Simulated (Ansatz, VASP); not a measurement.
# Ge (Germanium): VASP beside Ansatz, part 4 of 4

Wanted: the spread between two codes on one cell, functional and k mesh. The cell is taken from a series of runs on this material, whose earlier steps may have relaxed, scaled, displaced or heated it; both programs get it as it stands.

VASP 6.6.1 and Ansatz 0.2.0.

So far. Step 6 (VASP: single point, r2SCAN, spin-orbit coupling, pair 2): The run ends at a pressure of 8.32 GPa.

## (8) VASP: single point, r2SCAN, spin-orbit coupling, pair 3

Level of this step: r2SCAN, spin-orbit coupling; plane waves and PAW (Ge_d) (VASP).

A single point gives forces, pressure and levels at one fixed geometry, so differences don't come from the geometry; what else differs is listed under the comparison. The cell compared in this pair holds 46.51 Å³, against 41.50 Å³ for the pair before.

Input file INCAR:

```
SYSTEM = Ge
PREC = Accurate
ENCUT = 550
EDIFF = 1E-06
NELM = 200
ISMEAR = 0
SIGMA = 0.02
LREAL = .FALSE.
ALGO = Normal
METAGGA = R2SCAN
LASPH = .TRUE.
LNONCOLLINEAR = .TRUE.
MAGMOM = 0 0 0 0 0 0
NBANDS = 40
GGA_COMPAT = .FALSE.
LSORBIT = .TRUE.
LORBIT = 11
LWAVE = .FALSE.
LCHARG = .FALSE.
ISIF = 2
LMIXTAU = .TRUE.
KPAR = 2
```

Input file POSCAR:

```
Ge
1.0
    0.0000000000      2.8544352830      2.8544352830
    2.8544352830      0.0000000000      2.8544352830
    2.8544352830      2.8544352830      0.0000000000
Ge
2
Direct
    0.5000000000      0.5000000000      0.5000000000
    0.7500000000      0.7500000000      0.7500000000
```

Input file KPOINTS:

```
Automatic mesh
0
Gamma
8 8 8
0 0 0
```

The projector-augmented-wave data sets are Ge_d (PBE family, release 64).

Run with:

```bash
> mpirun -np 2 vasp_ncl
```

Numbers of over 12 decimals in the logs are rounded to 6 here.

Log:

```text
[... set-up lines as in an earlier step ...]
 entering main loop
       N       E                     dE             d eps       ncg     rms          rms(c)
DAV:   1     0.268845870720E+03    0.26885E+03   -0.14253E+04  2888   0.407E+03
DAV:   2     0.231264220050E+02   -0.24572E+03   -0.23457E+03  2320   0.950E+02
DAV:   3    -0.272154766838E+02   -0.50342E+02   -0.49698E+02  2600   0.214E+02
DAV:   4    -0.303760892165E+02   -0.31606E+01   -0.31548E+01  2664   0.622E+01
[...]
DAV:  17    -0.277509212993E+02   -0.21174E-05   -0.12067E-07  1704   0.461E-03    0.828E-04
DAV:  18    -0.277509274868E+02   -0.61876E-05   -0.11637E-06  1952   0.833E-03    0.211E-04
DAV:  19    -0.277509276546E+02   -0.16776E-06   -0.78193E-08  1512   0.284E-03
   1 F= -.27750928E+02 E0= -.27750923E+02  d E =-.102699E-04  mag=    -0.0000     0.0000    -0.0000
```

From OUTCAR (step 8):

```text
  Total       -0.3382518     -0.3382518     -0.3382518      0.0000000      0.0000000      0.0000000
  in kB      -11.6509157    -11.6509157    -11.6509157      0.0000000      0.0000000      0.0000000
  external PRESSURE =     -11.6509157 kB  Pullay stress =       0.0000000 kB

 POSITION                                       TOTAL-FORCE (eV/Angst)
 -----------------------------------------------------------------------------------
      2.85444      2.85444      2.85444        -0.000000     -0.000000     -0.000000
      4.28165      4.28165      4.28165         0.000000      0.000000      0.000000
 -----------------------------------------------------------------------------------
    total drift:                               -0.000000     -0.000000     -0.000000

  FREE ENERGIE OF THE ION-ELECTRON SYSTEM (eV)
  ---------------------------------------------------
  free  energy   TOTEN  =       -27.7509276546 eV

  energy  without entropy=      -27.7509173846  energy(sigma->0) =      -27.75092252

 magnetization (x)
# of ion       s       p       d       tot
------------------------------------------
    1       -0.000   0.000  -0.000  -0.000
    2       -0.000   0.000  -0.000  -0.000
--------------------------------------------------
tot         -0.000   0.000  -0.000  -0.000

 magnetization (y)
# of ion       s       p       d       tot
------------------------------------------
    1        0.000  -0.000  -0.000  -0.000
    2        0.000   0.000  -0.000   0.000
--------------------------------------------------
tot          0.000  -0.000  -0.000  -0.000

 magnetization (z)
# of ion       s       p       d       tot
------------------------------------------
    1       -0.000  -0.000  -0.000  -0.000
    2       -0.000  -0.000  -0.000  -0.000
--------------------------------------------------
tot         -0.000  -0.000  -0.000  -0.000

[... 1 part as in an earlier step ...]

[... 2 further parts left out ...]
[key lines of the parts left out:]
E-fermi :   4.6639
```

The run ends at a pressure of -1.17 GPa.

## (9) Ansatz: single point, r2SCAN, spin-orbit coupling, pair 3

The same cell, functional, mesh and smearing now go to Ansatz, which takes its cutoff from its data sets.

The cell is taken from a series of runs on this material, whose earlier steps may have relaxed, scaled, displaced or heated it; both programs get it as it stands.

Input file input.yaml:

```yaml
crystal:
  lattice:
    - [0.0, 2.854435283, 2.854435283]
    - [2.854435283, 0.0, 2.854435283]
    - [2.854435283, 2.854435283, 0.0]
  atoms:
    - { symbol: Ge, position: [0.5, 0.5, 0.5] }
    - { symbol: Ge, position: [0.75, 0.75, 0.75] }
kpoints:
  mp_grid: { grid: [8, 8, 8] }
hamiltonian:
  xc: r2scan
  pseudopotentials: { kind: paw_fr, azcp: { folder: soft_1 } }
scf:
  occupations: { method: gaussian, width: 0.02 }
output:
  forces: true
  stress: true
  eigenvalues: true
magnetization:
  noncollinear: true
  spin_orbit: true
```

Run with:

```bash
> ansatz run input.yaml --threads 4 --pin off --max-ram 9216MiB --backend cpu --events-out ev --progress --plain --runs-dir out
```

Log:

```text
[...]
Crystal: 2 atoms, lattice volume = 46.515 Å³
Basis set: ecut = 500 eV, 1243 PW (Γ), exchange–correlation on 120×120×120 points (64 copies of the dense FFT grid, shifted against one another)
Bands: 36, of which v1, the nominal top of the filled ones, is band 28 counted from 1 (27 counted from 0)
[...]
k-point 0: bands = [... 24 lower, 8.0858, 8.0858, 8.0858, 8.0858, 8.1773, 8.1773, 10.5692, 10.5692, ... 4 higher]
  k-point 1: bands = [... 24 lower, 7.5598, 7.5598, 7.7442, 7.7442, 9.1893, 9.1893, 11.0947, 11.0947, ... 4 higher]
  k-point 2: bands = [... 24 lower, 7.0009, 7.0009, 7.1817, 7.1817, 8.8513, 8.8513, 11.7607, 11.7607, ... 4 higher]
  k-point 28: bands = [... 24 lower, 4.0325, 4.0325, 4.1060, 4.1060, 12.5100, 12.5100, 12.6428, 12.6428, ... 4 higher]
[key lines of the parts left out:]
SCF converged after 8 iterations
Magnetization: |M| = 0.0000 μB,  M = (+0.0000, +0.0000, +0.0000) μB
Free energy (F): -8600.352828 eV
Fermi energy:    8.132955 eV
P = ⅓ Tr σ = -1.3595 GPa (-13.595 kbar)
```

The run ends at a pressure of -1.36 GPa.

## (10) Side by side

What differs besides the data sets and the points named for the pairs above, as far as they apply: the cutoff is 500 eV in Ansatz and 550 eV in VASP. Total energies have different zeros and are not compared.

Compared:

```tsv
quantity	Ansatz	VASP	difference
pressure (GPa)	-1.36	-1.17	-0.19
gap on the k mesh (eV)	0.092	0.054	+0.038
```

A gap on the mesh is an upper bound, since the band edges may lie between its points.

## (11) Results

| Quantity | Value |
| --- | --- |
| difference in gap on the k mesh (single point, r2SCAN, spin-orbit coupling, pair 1) | 0.014 eV |
| difference in gap on the k mesh (single point, r2SCAN, spin-orbit coupling, pair 2) | 0.014 eV |
| difference in gap on the k mesh (single point, r2SCAN, spin-orbit coupling, pair 3) | 0.038 eV |

The difference in gap on the k mesh is 0.038 eV (single point, r2SCAN, spin-orbit coupling, pair 3), within the 0.08 eV picked in this series as the mark of a large difference. 3 further runs of this series are not shown here. Such differences can come from data sets, numerical settings and the points named under the comparisons, not from the functional's error against experiment.

[Lines on the potential files, build, host, timing and source positions are cut from VASP's logs without a mark.]

[Logs are printed without paths, hosts, clocks, repeated set-up lines and the standing remarks that a program may print on its own settings, such as how far it seeks lower states.]

[Hosts, paths, dates, database ids (printed as entryN), source tags and the programs' standing remarks are cut or masked in the printed files.]
